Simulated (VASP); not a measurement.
# LiB2C2 (P3m1) in VASP: further runs

Runs on LiB2C2. Level: PBE. Tasks: single point.

Program: VASP 6.6.1. These are calculated values, not measurements. Logs are shortened: lines on timing, memory, paths and dates and some standing lists are left out, and cuts for length are marked.

## 1. The structure

Symmetry: P3m1, No. 156, trigonal system. Conventional cell: a = 2.715 Å, b = 2.715 Å, c = 7.118 Å, α = 90.00°, β = 90.00°, γ = 120.00°. Li (site symmetry 3m) has 6 C at 2.25 to 2.33 Å and 6 B at 2.37 Å as nearest neighbours. B (site symmetry 3m) has 3 C at 1.57 Å as nearest neighbours. B (site symmetry 3m) is surrounded by 3 C at 1.58 Å. C (site symmetry 3m) has 3 B at 1.58 Å as nearest neighbours. C (site symmetry 3m) is surrounded by 3 B at 1.57 Å.

The cell comes from a database or a generator and needn't be the stable form of this composition.

## 2. Single point, PBE

File INCAR:

```
ALGO     = Normal         # electronic algorithm
EDIFF    = 1E-6           # SCF threshold, eV
ENCUT    = 520            # plane-wave cutoff, eV
GGA      = PE             # functional
ISIF     = 2              # what is computed and relaxed
ISMEAR   = -1             # smearing method
LASPH    = True           # aspherical terms in the spheres
LCHARG   = True           # write CHGCAR
LELF     = True           # ELF
LREAL    = False          # projectors in reciprocal space
LVHAR    = True         
LWAVE    = False          # write WAVECAR
NBANDS   = 16             # bands
NELM     = 60             # most SCF steps
PREC     = Accurate       # precision mode
SIGMA    = 0.1            # smearing width, eV
```

File KPOINTS:

```
k-points
0
Gamma
  7 7 3
```

File POSCAR:

```
LiB2C2
1.0
    2.7146442900      0.0000000000      0.0000000000
   -1.3573221400      2.3509509200      0.0000000000
    0.0000000000      0.0000000000      7.1180530000
Li B C
1 2 2
Direct
    0.0000000000      0.0000000000      0.5000000000
    0.3333333298      0.6666666695      0.7498129994
    0.6666666702      0.3333333305      0.2501870006
    0.3333333298      0.6666666695      0.2732190003
    0.6666666702      0.3333333305      0.7417809997
```

Potentials or basis: VASP PAW PBE potentials, release 64 (Li_sv, B, C).

Started as:

```
$ cat potpaw_PBE.64/Li_sv/POTCAR potpaw_PBE.64/B/POTCAR potpaw_PBE.64/C/POTCAR > POTCAR
$ mpirun -np 1 vasp_std > vasp.out
```

OUTCAR:

```text
EDIFF = 1E-6
   ENCUT = 520
   GGA = PE
   ISIF = 2
   ISMEAR = -1
   LASPH = True
   LREAL = False
   NELM = 60
   PREC = Accurate

 ion  position               nearest neighbor table
   1  0.000  0.000  0.500-   4 2.25   4 2.25   4 2.25   5 2.33   5 2.33   5 2.33   2 2.37   3 2.37
                             2 2.37   3 2.37   2 2.37   3 2.37
   2  0.333  0.667  0.750-   5 1.57   5 1.57   5 1.57   1 2.37   1 2.37   1 2.37
   3  0.667  0.333  0.250-   4 1.58   4 1.58   4 1.58   1 2.37   1 2.37   1 2.37
   4  0.333  0.667  0.273-   3 1.58   3 1.58   3 1.58   1 2.25   1 2.25   1 2.25
   5  0.667  0.333  0.742-   2 1.57   2 1.57   2 1.57   1 2.33   1 2.33   1 2.33

  LATTYP: Found a hexagonal cell.
 ALAT       =     2.7146442900
 C/A-ratio  =     2.6220941824

  Lattice vectors:

 A1 = (   2.7146442900,   0.0000000000,   0.0000000000)
 A2 = (  -1.3573221400,   2.3509509200,   0.0000000000)
 A3 = (   0.0000000000,   0.0000000000,   7.1180530000)

Analysis of symmetry for initial positions (statically):
=====================================================================
 Subroutine PRICEL returns:
 Original cell was already a primitive cell.

 Routine SETGRP: Setting up the symmetry group for a
 hexagonal supercell.

 Subroutine GETGRP returns: Found  6 space group operations
 (whereof  6 operations were pure point group operations)
 out of a pool of 24 trial point group operations.

The static configuration has the point symmetry C_3v.

Analysis of symmetry for dynamics (positions and initial velocities):
=====================================================================
 Subroutine PRICEL returns:
 Original cell was already a primitive cell.

 Routine SETGRP: Setting up the symmetry group for a
 hexagonal supercell.

 Subroutine GETGRP returns: Found  6 space group operations
 (whereof  6 operations were pure point group operations)
 out of a pool of 24 trial point group operations.

The dynamic configuration has the point symmetry C_3v.

 Subroutine INISYM returns: Found  6 space group operations
 (whereof  6 operations are pure point group operations),
 and found     1 'primitive' translations

----------------------------------------------------------------------------------------

                                     Primitive cell

  volume of cell :      45.4274

  direct lattice vectors                    reciprocal lattice vectors
     2.714644290  0.000000000  0.000000000     0.368372388  0.212679896  0.000000000
    -1.357322140  2.350950920  0.000000000     0.000000000  0.425359794  0.000000000
     0.000000000  0.000000000  7.118053000     0.000000000  0.000000000  0.140487855

  length of vectors
     2.714644290  2.714644290  7.118053000     0.425359794  0.425359794  0.140487855

  position of ions in fractional coordinates (direct lattice)
     0.000000000  0.000000000  0.500000000
     0.333333330  0.666666670  0.749812999
     0.666666670  0.333333330  0.250187001
     0.333333330  0.666666670  0.273219000
     0.666666670  0.333333330  0.741781000

  ion indices of the primitive-cell ions
   primitive index   ion index
                 1           1
                 2           2
                 3           3
                 4           4
                 5           5

----------------------------------------------------------------------------------------

 KPOINTS: k-points

Automatic generation of k-mesh.
 Grid dimensions read from file:
 generate k-points for:    7    7    3

 Generating k-lattice:

  Cartesian coordinates                     Fractional coordinates (reciprocal lattice)
     0.052624627  0.030382842  0.000000000     0.142857143  0.000000000  0.000000000
     0.000000000  0.060765685  0.000000000     0.000000000  0.142857143  0.000000000
     0.000000000  0.000000000  0.046829285     0.000000000  0.000000000  0.333333333

  Length of vectors
     0.060765685  0.060765685  0.046829285

  Shift w.r.t. Gamma in fractional coordinates (k-lattice)
     0.000000000  0.000000000  0.000000000

 Subroutine IBZKPT returns following result:
 ===========================================

 Found     20 irreducible k-points:

 Following reciprocal coordinates:
            Coordinates               Weight
  0.000000  0.000000  0.000000      1.000000
  0.142857  0.000000  0.000000      6.000000
  0.285714  0.000000  0.000000      6.000000
  0.428571 -0.000000  0.000000      6.000000
  0.142857  0.142857  0.000000      6.000000
  0.285714  0.142857  0.000000     12.000000
[... 12 lines left out ...]
  0.428571  0.142857  0.333333     12.000000
  0.285714  0.285714  0.333333     12.000000
   k-points           NKPTS =     20   k-points in BZ     NKDIM =     20   number of bands    NBANDS=     16
   number of dos      NEDOS =    301   number of ions     NIONS =      5
   total plane-waves  NPLWV =  21600
   dimension x,y,z NGX =    20 NGY =   20 NGZ =   54
   dimension x,y,z NGXF=    40 NGYF=   40 NGZF=  108
   ions per type =               1   2   2
   NGX,Y,Z   is equivalent  to a cutoff of  12.25, 12.25, 12.61 a.u.
   NGXF,Y,Z  is equivalent  to a cutoff of  24.50, 24.50, 25.22 a.u.
 SYSTEM =  unknown system
   PREC   = accura    normal or accurate (medium, high low for compatibility)
   ISTART =      0    job   : 0-new  1-cont  2-samecut
   ICHARG =      2    charge: 1-file 2-atom 10-const
   ISPIN  =      1    spin polarized calculation?
   LNONCOLLINEAR =      F non collinear calculations
   LSORBIT =      F    spin-orbit coupling
   LASPH  =      T    aspherical Exc in radial PAW
   ENCUT  =  520.0 eV  38.22 Ry    6.18 a.u.   5.05  5.05 13.23*2*pi/ulx,y,z
   NELM   =     60;   NELMIN=  2; NELMDL= -5     # of ELM steps
   EDIFF  = 0.1E-05   stopping-criterion for ELM
   LREAL  =      F    real-space projection
   EDIFFG = 0.1E-04   stopping-criterion for IOM
   NSW    =      0    number of steps for IOM
   IBRION =     -1    ionic relax: 0-MD 1-quasi-New 2-CG
   NFREE  =      0    steps in history (QN), initial steepest desc. (CG)
   ISIF   =      2    stress and relaxation
   ISYM   =      2    0-nonsym 1-usesym 2-fastsym
   POTIM  = 0.5000    time-step for ionic-motion
   TEBEG  =    0.0;   TEEND  =   0.0 temperature during run
   PSTRESS=    0.0 pullay stress
   NELECT =      17.0000    total number of electrons
   NUPDOWN=      -1.0000    fix difference up-down
   EMIN   =  10.00;   EMAX   =-10.00  energy-range for DOS
   EFERMI =   0.00;   METHOD = LEGACY
   ISMEAR =    -1;   SIGMA  =   0.10  broadening in eV -4-tet -1-fermi 0-gaus
   EFERMI_NEDOS =   21; number of points for ismear=-14 and -15
   IALGO  =     38    algorithm
   IMIX   =      4    mixing-type and parameters
     AMIX     =   0.40;   BMIX     =  1.00
     AMIX_MAG =   1.60;   BMIX_MAG =  1.00
  volume/ion in A,a.u.               =       9.09        61.31
  Fermi-wavevector in a.u.,A,eV,Ry     =   1.179737  2.229380 18.936311  1.391780
  Thomas-Fermi vector in A             =   2.316042
   LORBIT       =      0    0 simple, 1 ext, 2 COOP (PROOUT), +10 PAW based schemes
   GGA     = PE    functional components
   LHFCALC =     F    Hartree Fock is set to
   AEXX    =    0.0000 exact exchange contribution
   IVDW    =     0    specifies the selected vdW correction
   LEPSILON=     F    determine dielectric tensor
   LRPA    =     F    only Hartree local field effects (RPA)
 non-spin polarized calculation
  energy-cutoff  :      520.00
  volume of cell :       45.43
 maximum number of plane-waves:      1240
   NGX = 11   NGY = 11   NGZ = 27

 number of electron      17.0000001 magnetization

 Free energy of the ion-electron system (eV)
  ---------------------------------------------------
  ext. energy  EPLUGINS =         0.00000000
  ---------------------------------------------------
  free energy    TOTEN  =       -33.76499119 eV

  energy without entropy =      -33.71368735  energy(sigma->0) =      -33.73933927

 E-fermi :   2.5773     XC(G=0): -10.0292

 val. band max:        2.5255663095   @ k =   0.0000   0.4286   0.3333
 cond. band min:       2.5773778380   @ k =   0.1429   0.0000   0.3333
 fundamental gap:      0.0518115286
 Fermi energy:         2.5773069988

 k-point     1 :       0.0000    0.0000    0.0000
  band No.  band energies     occupation
      1     -42.0286      2.00000
      2     -11.2082      2.00000
      3     -10.9321      2.00000
      4      -2.5001      2.00000
      5      -0.5689      2.00000
      6       3.2187      0.00327
[... 8 lines left out ...]
     15      13.3771      0.00000
     16      14.0476      0.00000

 k-point     2 :       0.1429    0.0000    0.0000
  band No.  band energies     occupation
      1     -42.0190      2.00000
      2     -10.8276      2.00000
      3     -10.5432      2.00000
      4      -2.0913      2.00000
      5      -0.1156      2.00000
      6       1.6652      1.99978
[... 8 lines left out ...]
     15      13.9533      0.00000
     16      14.4376      0.00000

 k-point     3 :       0.2857    0.0000    0.0000
  band No.  band energies     occupation
      1     -41.9974      2.00000
      2      -9.7130      2.00000
      3      -9.4088      2.00000
      4      -1.5359      2.00000
      5      -1.2324      2.00000
      6      -0.7575      2.00000
[... 8 lines left out ...]
     15      15.5450      0.00000
     16      16.6927      0.00000

 k-point     4 :       0.4286   -0.0000    0.0000
  band No.  band energies     occupation
      1     -41.9801      2.00000
      2      -8.0837      2.00000
      3      -7.7746      2.00000
      4      -4.2643      2.00000
      5      -4.0452      2.00000
      6       0.4832      2.00000
[... 8 lines left out ...]
     15      14.7173      0.00000
     16      16.3305      0.00000
[... 248 lines left out ...]
 k-point    18 :      -0.1429    0.4286    0.3333
  band No.  band energies     occupation
      1     -41.9839      2.00000
      2      -8.6151      2.00000
      3      -8.4029      2.00000
      4      -2.8403      2.00000
      5      -2.6112      2.00000
      6      -0.4078      2.00000
[... 8 lines left out ...]
     15      14.1056      0.00000
     16      15.4694      0.00000

 k-point    19 :       0.4286    0.1429    0.3333
  band No.  band energies     occupation
      1     -41.9752      2.00000
      2      -7.3474      2.00000
      3      -7.1388      2.00000
      4      -4.5945      2.00000
      5      -4.4560      2.00000
      6      -0.7965      2.00000
[... 8 lines left out ...]
     15      14.1888      0.00000
     16      15.4706      0.00000

 k-point    20 :       0.2857    0.2857    0.3333
  band No.  band energies     occupation
      1     -41.9731      2.00000
      2      -7.1815      2.00000
      3      -7.0106      2.00000
      4      -3.6896      2.00000
      5      -3.4894      2.00000
      6      -2.4633      2.00000
[... 8 lines left out ...]
     15      14.3946      0.00000
     16      15.8754      0.00000

------------------------ aborting loop because EDIFF is reached ----------------------------------------

  FORCE on cell =-STRESS in cart. coord.  units (eV):
  Direction    XX          YY          ZZ          XY          YZ          ZX
  --------------------------------------------------------------------------------------
  -------------------------------------------------------------------------------------
  Total       -0.3758001     -0.3758001      0.2168894     -0.0000000      0.0000000      0.0000000
  in kB      -13.2540864    -13.2540865      7.6494668     -0.0000000      0.0000000      0.0000000
  external PRESSURE =      -6.2862354 kB  Pullay stress =       0.0000000 kB

 VOLUME and BASIS-vectors are now :
 -----------------------------------------------------------------------------
  energy-cutoff  :      520.00
  volume of cell :       45.43
      direct lattice vectors                 reciprocal lattice vectors
     2.714644290  0.000000000  0.000000000     0.368372388  0.212679896  0.000000000
    -1.357322140  2.350950920  0.000000000     0.000000000  0.425359794  0.000000000
     0.000000000  0.000000000  7.118053000     0.000000000  0.000000000  0.140487855

 POSITION                                       TOTAL-FORCE (eV/Angst)
 -----------------------------------------------------------------------------------
      0.00000      0.00000      3.55903        -0.000000      0.000000      0.037989
     -0.00000      1.56730      5.33721        -0.000000      0.000000     -0.026285
      1.35732      0.78365      1.78084        -0.000000      0.000000      1.097828
     -0.00000      1.56730      1.94479        -0.000000     -0.000000     -1.224750
      1.35732      0.78365      5.28004         0.000000     -0.000000      0.115217
 -----------------------------------------------------------------------------------
    total drift:                               -0.000000      0.000000      0.000638

  FREE ENERGIE OF THE ION-ELECTRON SYSTEM (eV)
  ---------------------------------------------------
  free  energy   TOTEN  =       -33.7649911894 eV

  energy  without entropy=      -33.7136873548  energy(sigma->0) =      -33.73933927
```

Wall time 18 s (1 thread of Intel Xeon Platinum 8375C at 2.90GHz (Ice Lake), shared host); peak memory 0.15 GiB.

What came out:

* Free energy: -33.7650 eV
* Largest force: 1.225 eV/Å
* Band gap on the k mesh: none (metal or under the smearing width)

Forces on the atoms (eV/Å):
```
Li   0.000  0.000  0.038
B    0.000  0.000 -0.026
B    0.000  0.000  1.098
C    0.000  0.000 -1.225
C    0.000  0.000  0.115
```

Caveat: the k mesh is coarse (spacing up to 0.38 Å⁻¹), so the values aren't converged; the cutoff is under 1.25 times the usual one of these potentials, so pressure, stress and relaxed cells hold a basis-set (Pulay) error; forces of over 1 eV/Å show positions far from the minimum, so gaps and moduli don't describe the material at rest.

## 3. Single point, PBE

File INCAR:

```
SYSTEM = LiB2C2
ALGO = Fast
EDIFF = 1E-6
ENCUT = 520
GGA = PE
ISIF = 2
ISMEAR = -1
LASPH = .TRUE.
LCHARG = .FALSE.
LREAL = .FALSE.
LWAVE = .FALSE.
NBANDS = 16
NELM = 80
PREC = Accurate
SIGMA = 0.1
```

File KPOINTS:

```
k-points
0
G
  7 7 3
  0 0 0
```

POSCAR, as its differences from that of step 2:

```diff
@@ -11,3 +11,3 @@
     0.6666666702      0.3333333305      0.2501870006
-    0.3333333298      0.6666666695      0.2732190003
+    0.3333333298      0.6666666695      0.3032190003
     0.6666666702      0.3333333305      0.7417809997
```

Potentials or basis: VASP PAW PBE potentials, release 64 (Li_sv, B, C).

Started as:

```
$ cat potpaw_PBE.64/Li_sv/POTCAR potpaw_PBE.64/B/POTCAR potpaw_PBE.64/C/POTCAR > POTCAR
$ mpirun -np 1 vasp_std > vasp.out
```

Wall time 25 s (1 thread of Intel Xeon Platinum 8375C at 2.90GHz (Ice Lake), shared host); peak memory 0.15 GiB.

Results (log left out):

- Free energy: -33.2325 eV
- Largest force: 3.800 eV/Å
- Band gap on the k mesh: none (metal or under the smearing width)

Forces on the atoms (eV/Å):
```
Li   0.000  0.000  0.319
B    0.000  0.000 -0.100
B    0.000  0.000  3.157
C    0.000  0.000 -3.800
C    0.000  0.000  0.424
```

Levels at points of the mesh, in eV from the Fermi level:
```tsv
k point	band 5	band 6	band 7	band 8	band 9	band 10	band 11	band 12
(0.00, 0.00, 0.00)	-3.16	0.61	0.61	0.87	0.87	4.24	9.38	9.38
```

Caveat: the k mesh is coarse (spacing up to 0.38 Å⁻¹), so the values aren't converged; the cutoff is under 1.25 times the usual one of these potentials, so pressure, stress and relaxed cells hold a basis-set (Pulay) error; forces of over 1 eV/Å show positions far from the minimum, so gaps and moduli don't describe the material at rest.
